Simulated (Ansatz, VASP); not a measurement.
# TiGa2Te2SeS (1T-TiTe2 under Ga2SSe, AA): VASP beside Ansatz, part 2 of 2

One calculation is typed for both programs; each brings its own data sets. How far apart do they land? Of the first pair: The structure shown is the start of the Ansatz relaxation below; VASP solves that cell, so the two are compared at the walk's first step.

VASP 6.6.1 and Ansatz 0.2.0.

So far: The structure; Ansatz: relaxation, PBE with D3(BJ).

### Step 3. VASP: single point, PBE with D3(BJ), start cell, pair 1

Level of this step: PBE with D3(BJ), no spin polarisation; plane waves and PAW (Te, Ti_sv, Se, Ga_d, S) (VASP).

The same cell, functional, mesh and smearing now go to VASP, with its own data sets.

Lines of VASP's logs that name or quote its potential files are left out, and so is its time.

Contents of INCAR:

```
SYSTEM = TiGa2Te2SeS
PREC = Accurate
ENCUT = 400
EDIFF = 1E-06
NELM = 120
ISMEAR = -1
SIGMA = 0.05
LREAL = .FALSE.
ALGO = Normal
GGA = PE
IVDW = 12
NBANDS = 38
LASPH = .TRUE.
LORBIT = 11
LWAVE = .FALSE.
LCHARG = .FALSE.
ISIF = 2
LDIPOL = .TRUE.
IDIPOL = 3
DIPOL = 0.5 0.5 0.507
LVHAR = .TRUE.
GGA_COMPAT = .FALSE.
NELMDL = -8
KPAR = 2
```

Contents of POSCAR:

```
TiGa2Te2SeS
1.0
    3.7275000000      0.0000000000      0.0000000000
   -1.8637500000      3.2281100000      0.0000000000
    0.0000000000      0.0000000000     53.7555970000
Te Ti Se Ga S
2 1 1 2 1
Direct
    0.6666666667      0.3333333333      0.3943775380
    0.3333333333      0.6666666667      0.4627596639
    0.0000000000      0.0000000000      0.4285686010
    0.3333333333      0.6666666667      0.5222883489
    0.0000000000      0.0000000000      0.5445092350
    0.0000000000      0.0000000000      0.5898998573
    0.3333333333      0.6666666667      0.6056224620
```

Contents of KPOINTS:

```
Automatic mesh
0
Gamma
12 12 1
0 0 0
```

Potentials, in the order of the species: Te, Ti_sv, Se, Ga_d and S (PBE family, release 64).

Run with:

```sh
> mpirun -np 2 vasp_std
```

Numbers of over 12 decimals in the logs are rounded to 6 here.

Log:

```text
[banner, memory and clock lines left out]
running    2 mpi-ranks, on    1 nodes
 distrk:  each k-point on    1 cores,    2 groups
 distr:  one band on    1 cores,    1 groups

 POSCAR found type information on POSCAR TeTiSeGaS
 POSCAR found :  5 types and       7 ions
 LDA part: xc-table for (Slater+PW92), standard interpolation
|                                                                             |
|           W    W    AA    RRRRR   N    N  II  N    N   GGGG   !!!           |
|           W    W   A  A   R    R  NN   N  II  NN   N  G    G  !!!           |
|           W    W  A    A  R    R  N N  N  II  N N  N  G       !!!           |
|           W WW W  AAAAAA  RRRRR   N  N N  II  N  N N  G  GGG   !            |
|           WW  WW  A    A  R   R   N   NN  II  N   NN  G    G                |
|           W    W  A    A  R    R  N    N  II  N    N   GGGG   !!!           |
|                                                                             |
|     One of the lattice vectors is very long (>50 A), but AMIN is rather     |
|     large. This can spoil convergence since charge sloshing might occur     |
|     along the long lattice vector. If problems with convergence are         |
|     observed, try to decrease AMIN to a smaller value (e.g. 0.01).          |
|     Note: This warning only applies if the self-consistency cycle is        |
|     used.                                                                   |
|                                                                             |

 POSCAR, INCAR and KPOINTS ok, starting setup
 FFT: planning ... GRIDC
 FFT: planning ... GRID_SOFT
 FFT: planning ... GRID
 WAVECAR not read
 entering main loop
       N       E                     dE             d eps       ncg     rms          rms(c)
DAV:   1     0.452335784781E+03    0.45234E+03   -0.23262E+04  1804   0.111E+03
DAV:   2     0.257424621575E+02   -0.42659E+03   -0.41829E+03  1918   0.293E+02
DAV:   3    -0.292697563214E+02   -0.55012E+02   -0.54426E+02  2100   0.107E+02
DAV:   4    -0.340673843567E+02   -0.47976E+01   -0.47801E+01  2220   0.294E+01
DAV:   5    -0.344273012396E+02   -0.35992E+00   -0.35979E+00  2048   0.511E+00
DAV:   6    -0.344372516284E+02   -0.99504E-02   -0.99497E-02  2208   0.107E+00
DAV:   7    -0.344378044786E+02   -0.55285E-03   -0.55284E-03  2248   0.196E-01
DAV:   8    -0.344378122990E+02   -0.78204E-05   -0.78203E-05  2344   0.299E-02    0.143E+01
DAV:   9    -0.350221227038E+02   -0.58431E+00   -0.34651E+01  2036   0.319E+01    0.195E+01
DAV:  10    -0.326680605695E+02    0.23541E+01   -0.49663E+01  1862   0.372E+01    0.117E+01
DAV:  11    -0.326616405699E+02    0.64200E-02   -0.34171E+01  2056   0.194E+01    0.747E+00
DAV:  12    -0.318100977934E+02    0.85154E+00   -0.76505E+00  1750   0.171E+01    0.385E+00
DAV:  13    -0.315977106536E+02    0.21239E+00   -0.12672E+00  1888   0.606E+00    0.167E+00
DAV:  14    -0.316172161324E+02   -0.19505E-01   -0.17972E-01  2008   0.210E+00    0.114E+00
[...]
DAV:  24    -0.316018673444E+02    0.10236E-03   -0.42718E-05  1736   0.415E-02    0.740E-02
DAV:  25    -0.316013535560E+02    0.51379E-03   -0.75883E-04  2378   0.179E-01    0.541E-02
DAV:  26    -0.316012235517E+02    0.13000E-03   -0.15494E-03  2032   0.267E-01    0.694E-02
DAV:  27    -0.316014800892E+02   -0.25654E-03   -0.83272E-04  1776   0.144E-01    0.768E-02
DAV:  28    -0.316014931830E+02   -0.13094E-04   -0.23844E-04  1598   0.798E-02    0.820E-02
DAV:  29    -0.316014203703E+02    0.72813E-04   -0.60197E-05  2178   0.542E-02    0.620E-02
DAV:  30    -0.316014862528E+02   -0.65883E-04   -0.29249E-05  1644   0.254E-02    0.410E-02
DAV:  31    -0.316014864770E+02   -0.22412E-06   -0.43661E-06  1456   0.161E-02
   1 F= -.33811395E+02 E0= -.33805326E+02  d E =-.121384E-01
```

Parts of OUTCAR (step 3):

```text
ion  position               nearest neighbor table
   1  0.667  0.333  0.394-   3 2.83   3 2.83   3 2.83
   2  0.333  0.667  0.463-   3 2.83   3 2.83   3 2.83   4 3.20
   3  0.000  0.000  0.429-   2 2.83   2 2.83   1 2.83   1 2.83   2 2.83   1 2.83
   4  0.333  0.667  0.522-   5 2.46   5 2.46   5 2.46   2 3.20
   5  0.000  0.000  0.545-   6 2.44   4 2.46   4 2.46   4 2.46
   6  0.000  0.000  0.590-   7 2.31   7 2.31   7 2.31   5 2.44
   7  0.333  0.667  0.606-   6 2.31   6 2.31   6 2.31

  LATTYP: Found a hexagonal cell.
 ALAT       =     3.7275000000
 C/A-ratio  =    14.4213539906

 Subroutine GETGRP returns: Found  6 space group operations
 (whereof  6 operations were pure point group operations)

The static configuration has the point symmetry C_3v.

 Found     19 irreducible k-points:

   k-points           NKPTS =     19   k-points in BZ     NKDIM =     19   number of bands    NBANDS=     38

   dimension x,y,z NGX =    24 NGY =   24 NGZ =  360
   dimension x,y,z NGXF=    48 NGYF=   48 NGZF=  720

   ENCUT  =  400.0 eV  29.40 Ry    5.42 a.u.   6.08  6.08 87.66*2*pi/ulx,y,z

   NELECT =      62.0000    total number of electrons

 k-points in reciprocal lattice and weights: Automatic mesh
   0.00000000  0.00000000  0.00000000       0.007
   0.08333333 -0.00000000  0.00000000       0.042
   0.16666667 -0.00000000  0.00000000       0.042
   0.25000000 -0.00000000  0.00000000       0.042
   0.33333333 -0.00000000  0.00000000       0.042
   0.41666667  0.00000000  0.00000000       0.042
   0.50000000 -0.00000000  0.00000000       0.021
   0.08333333  0.08333333  0.00000000       0.042
   0.16666667  0.08333333  0.00000000       0.083
[...]
0.33333333  0.25000000  0.00000000       0.083
   0.33333333  0.33333333  0.00000000       0.014

 dipolmoment           0.000000      0.000000     -0.035615 electrons x Angstroem

 average (electrostatic) potential at core
       1 -95.9094       2 -96.0024       3 -83.4759       4 -60.8593       5 -72.8610
       6 -73.3605       7 -94.6619

 E-fermi :  -1.8466

 k-point     1 :       0.0000    0.0000    0.0000
  band No.  band energies     occupation
    ...
     25      -3.6687      2.00000
     26      -3.6687      2.00000
     27      -3.0315      2.00000
     28      -3.0315      2.00000
     29      -2.8313      2.00000
     30      -1.6800      0.06896
     31      -1.3574      0.00011
     32      -1.3574      0.00011
     33      -1.1044      0.00000
     34      -0.6382      0.00000
    ...

 k-point     2 :       0.0833   -0.0000    0.0000
  band No.  band energies     occupation
    ...
     26      -3.7836      2.00000
     27      -3.2195      2.00000
     28      -3.0268      2.00000
     29      -2.6017      2.00000
     30      -1.8387      0.92120
     31      -1.5617      0.00669
     32      -1.4745      0.00117
     33      -0.9987      0.00000
     34      -0.6482      0.00000
     35      -0.5168      0.00000
    ...

 k-point     3 :       0.1667   -0.0000    0.0000
  band No.  band energies     occupation
    ...
     27      -3.4481      2.00000
     28      -3.0344      2.00000
     29      -2.9386      2.00000
     30      -2.4634      1.99999
     31      -1.9058      1.53113
     32      -1.5005      0.00197
     33      -0.7233      0.00000
     34      -0.5093      0.00000
     35      -0.4076      0.00000
     36       0.1784      0.00000
    ...

 Edisp (eV)   -2.20991

  Total      -1.13439    -1.13439     0.66917     0.00000     0.00000     0.00000
  in kB      -2.80986    -2.80986     1.65752     0.00000     0.00000     0.00000
  external pressure =       -1.32 kB  Pullay stress =        0.00 kB

  energy-cutoff  :      400.00
  volume of cell :      646.83
      direct lattice vectors                 reciprocal lattice vectors
     3.727500000  0.000000000  0.000000000     0.268276325  0.154889393  0.000000000
    -1.863750000  3.228110000  0.000000000     0.000000000  0.309778787  0.000000000
     0.000000000  0.000000000 53.755597000     0.000000000  0.000000000  0.018602714

 POSITION                                       TOTAL-FORCE (eV/Angst)
 -----------------------------------------------------------------------------------
      1.86375      1.07604     21.20000         0.000000     -0.000000      0.725521
     -0.00000      2.15207     24.87592         0.000000     -0.000000     -1.471740
      0.00000      0.00000     23.03796         0.000000     -0.000000      0.129781
     -0.00000      2.15207     28.07592        -0.000000     -0.000000      0.364673
      0.00000      0.00000     29.27042        -0.000000     -0.000000      0.104715
      0.00000      0.00000     31.71042         0.000000     -0.000000     -1.098053
     -0.00000      2.15207     32.55560        -0.000000      0.000000      1.245104
 -----------------------------------------------------------------------------------
    total drift:                                0.000003      0.000010     -0.001794

  FREE ENERGIE OF THE ION-ELECTRON SYSTEM (eV)
  ---------------------------------------------------
  free  energy   TOTEN  =       -33.8113952950 eV

  energy  without entropy=      -33.7992568625  energy(sigma->0) =      -33.80532608

 vacuum level on the upper side and lower side of the slab         2.457         2.977

 total charge
# of ion       s       p       d       tot
------------------------------------------
    1        1.386   1.968   0.032   3.387
    2        1.393   1.976   0.036   3.405
    3        2.157   6.104   1.834  10.095
    4        1.480   2.356   0.035   3.871
    5        0.907   0.752   9.994  11.653
    6        0.882   0.769  10.024  11.675
    7        1.335   2.413   0.000   3.748
--------------------------------------------------
tot          9.541  16.338  21.954  47.833

[... 3 further parts left out ...]
```

### Step 4. Differences

Known differences besides the potentials themselves: Ansatz cuts the interaction across the vacuum, VASP repeats the sheet with a dipole correction; the data sets hold 92 valence electrons in Ansatz (on its default PAW (the set named soft_2) files) and 62 in VASP; the cutoff is 420 eV in Ansatz and 400 eV in VASP. Total energies have different zeros and are not compared.

Forces (eV/Å; atoms numbered as in POSCAR):

```tsv
atom	Ansatz x, y, z	VASP x, y, z
Te1	0.000, 0.000, 0.736	0.000, 0.000, 0.726
Te2	0.000, 0.000, -1.487	0.000, 0.000, -1.472
Ti3	0.000, 0.000, 0.132	0.000, 0.000, 0.130
Se4	0.000, 0.000, 0.394	0.000, 0.000, 0.365
Ga5	0.000, 0.000, 0.077	0.000, 0.000, 0.105
Ga6	0.000, 0.000, -1.075	0.000, 0.000, -1.098
S7	0.000, 0.000, 1.222	0.000, 0.000, 1.245
```

The forces differ by 12 meV/Å r.m.s., which is 2.3 % of the r.m.s. force of 0.517 eV/Å (both taken over all components). VASP's last cycles still show a density residual of 4e-03, so its state may not be settled. With vacuum in the cell, a pressure given here is an average over mostly empty space and none of the material.

### Step 5. Ansatz: relaxation, PBE with D3(BJ)

This run makes the geometry at which the two programs are then compared.

The structure compared here is the end of the Ansatz relaxation.

Contents of input.yaml:

```yaml
crystal:
  lattice:
    - [3.7275, 0.0, 0.0]
    - [-1.86375, 3.2281096926, 0.0]
    - [0.0, 0.0, 53.755596953]
  atoms:
    - { symbol: Te, position: [0.6666666667, 0.3333333333, 0.3943775384] }
    - { symbol: Ti, position: [0.0, 0.0, 0.4285685981] }
    - { symbol: Te, position: [0.3333333333, 0.6666666667, 0.4627596578] }
    - { symbol: Se, position: [0.3333333333, 0.6666666667, 0.5222883429] }
    - { symbol: Ga, position: [0.0, 0.0, 0.544509244] }
    - { symbol: Ga, position: [0.0, 0.0, 0.5898998663] }
    - { symbol: S, position: [0.3333333333, 0.6666666667, 0.6056224616] }
  periodic: [true, true, false]
kpoints:
  mp_grid: { grid: [12, 12, 1] }
hamiltonian:
  xc: pbe
  dispersion: d3bj
scf:
  occupations: { method: fermi_dirac, width: 0.05 }
  convergence: { dr2_threshold: 1.0e-09 }
relax:
  f_tol: 0.004
  max_steps: 90
  cell: {}
output:
  write_potential: true
  write_density: true
  volumetric_format: npy
```

Run with:

```sh
> ansatz run input.yaml --threads 4 --pin off --max-ram 6144MiB --backend cpu --events-out ev --progress --plain --runs-dir out
```

Log:

```text
[...]
Crystal: 7 atoms, lattice volume = 646.829 Å³
Basis set: ecut = 420 eV, 12707 PW (Γ), exchange–correlation on 50×50×720 points (8 copies of the dense FFT grid, shifted against one another)
Bands: 56, of which v1, the nominal top of the filled ones, is band 46 counted from 1 (45 counted from 0)
Symmetry: 6 space group operations
[...]
- [0, 0, 53.755596953]
  atoms:
    - { symbol: Te, position: [0.666667, 0.333333, 0.389511] }
[...]
- { symbol: Te, position: [0.333333, 0.666667, 0.455017] }
    - { symbol: Se, position: [0.333333, 0.666667, 0.525544] }
    - { symbol: Ga, position: [7.318590568947614e-18, -1.3216940769962562e-17, 0.548316] }
    - { symbol: Ga, position: [7.390476276755466e-18, -1.321694076996256e-17, 0.593842] }
    - { symbol: S, position: [0.333333, 0.666667, 0.613405] }
[key lines of the parts left out:]
SCF converged after 7 iterations
Free energy (F): -30403.411328 eV
Fermi energy:    -4.851480 eV
P = ½ c Tr σ = 0.0074 N/m
```

### Step 6. VASP: single point, PBE with D3(BJ), relaxed cell, pair 2

The same cell, functional, mesh and smearing now go to VASP, with its own data sets.

INCAR is that of step 3.

Contents of POSCAR:

```
TiGa2Te2SeS
1.0
    3.6767067232      0.0000000000      0.0000000000
   -1.8383533616      3.1841214245      0.0000000000
    0.0000000000      0.0000000000     53.7555969530
Te Ti Se Ga S
2 1 1 2 1
Direct
    0.6666666667      0.3333333333      0.3895106599
    0.3333333333      0.6666666667      0.4550170882
    0.0000000000      0.0000000000      0.4223914014
    0.3333333333      0.6666666667      0.5255436170
    0.0000000000      0.0000000000      0.5483162976
    0.0000000000      0.0000000000      0.5938416137
    0.3333333333      0.6666666667      0.6134050313
```

KPOINTS is that of step 3.

Run with:

```sh
> mpirun -np 2 vasp_std
```

Log:

```text
[banner, memory and clock lines left out]
running    2 mpi-ranks, on    1 nodes
[...]
LDA part: xc-table for (Slater+PW92), standard interpolation
 [... a notice as in an earlier step ...]

 POSCAR, INCAR and KPOINTS ok, starting setup
[...]
entering main loop
       N       E                     dE             d eps       ncg     rms          rms(c)
DAV:   1     0.450707885551E+03    0.45071E+03   -0.23439E+04  1804   0.112E+03
DAV:   2     0.253291768591E+02   -0.42538E+03   -0.41574E+03  1906   0.294E+02
DAV:   3    -0.293443434109E+02   -0.54674E+02   -0.54093E+02  2092   0.107E+02
DAV:   4    -0.341490505340E+02   -0.48047E+01   -0.47880E+01  2224   0.296E+01
[...]
DAV:  34    -0.319936762073E+02    0.67899E-04   -0.84442E-05  2080   0.952E-02    0.238E-01
DAV:  35    -0.319936925233E+02   -0.16316E-04   -0.70736E-05  1582   0.536E-02    0.210E-01
DAV:  36    -0.319936922059E+02    0.31742E-06   -0.58579E-06  1864   0.132E-02
   1 F= -.34169930E+02 E0= -.34164762E+02  d E =-.103361E-01
```

OUTCAR, selected parts (step 6):

```text
 Edisp (eV)   -2.17624

  Total      -0.29983    -0.29983    -0.23524     0.00000    -0.00000     0.00000
  in kB      -0.76333    -0.76333    -0.59890     0.00000    -0.00000     0.00000
  external pressure =       -0.71 kB  Pullay stress =        0.00 kB

 POSITION                                       TOTAL-FORCE (eV/Angst)
 -----------------------------------------------------------------------------------
      1.83835      1.06137     20.93838        -0.000000      0.000000     -0.014963
     -0.00000      2.12275     24.45972         0.000000      0.000000      0.009953
      0.00000      0.00000     22.70590        -0.000000      0.000000      0.007684
     -0.00000      2.12275     28.25091         0.000000      0.000000     -0.036241
      0.00000      0.00000     29.47507        -0.000000      0.000000      0.031738
      0.00000      0.00000     31.92231        -0.000000      0.000000      0.000367
     -0.00000      2.12275     32.97395         0.000000     -0.000000      0.001462
 -----------------------------------------------------------------------------------
    total drift:                               -0.000001      0.000001     -0.005225

  FREE ENERGIE OF THE ION-ELECTRON SYSTEM (eV)
  ---------------------------------------------------
  free  energy   TOTEN  =       -34.1699298177 eV

  energy  without entropy=      -34.1595936983  energy(sigma->0) =      -34.16476176

[... 1 part as in an earlier step ...]

[... 2 further parts left out ...]
[key lines of the parts left out:]
E-fermi :  -2.1265
```

### Step 7. Side by side

What differs besides the data sets and the points named for the pairs above, as far as they apply: the data sets hold 92 valence electrons in Ansatz (on its default PAW (the set named soft_2) files) and 62 in VASP. Total energies have different zeros and are not compared.

At this near-relaxed geometry the largest component of a force difference is 37 meV/Å. VASP's last cycles still show a density residual of 2e-02, so its state may not be settled. With vacuum in the cell, a pressure given here is an average over mostly empty space and none of the material.

### Step 8. What came out

```
r.m.s. force difference (single point, PBE with D3(BJ), start cell, pair 1)   : 2.3 % of the r.m.s. force
r.m.s. force difference (single point, PBE with D3(BJ), relaxed cell, pair 2) : 12 meV/Å
```

What this shows: The r.m.s. force difference is 12 meV/Å (single point, PBE with D3(BJ), relaxed cell, pair 2), at about the 12 meV/Å picked in this series as the mark of a large difference. The data sets hold unlike numbers of valence electrons (92 in Ansatz and 62 in VASP), so part of the differences comes from the potentials. Such differences can come from data sets, numerical settings and the points named under the comparisons, not from the functional's error against experiment.

[Lines on the potential files, build, host, timing and source positions are cut from VASP's logs without a mark.]

[Logs are printed without paths, hosts, clocks, repeated set-up lines and the standing remarks that a program may print on its own settings, such as how far it seeks lower states.]

[Hosts, paths, dates, database ids (printed as entryN), source tags and the programs' standing remarks are cut or masked in the printed files.]
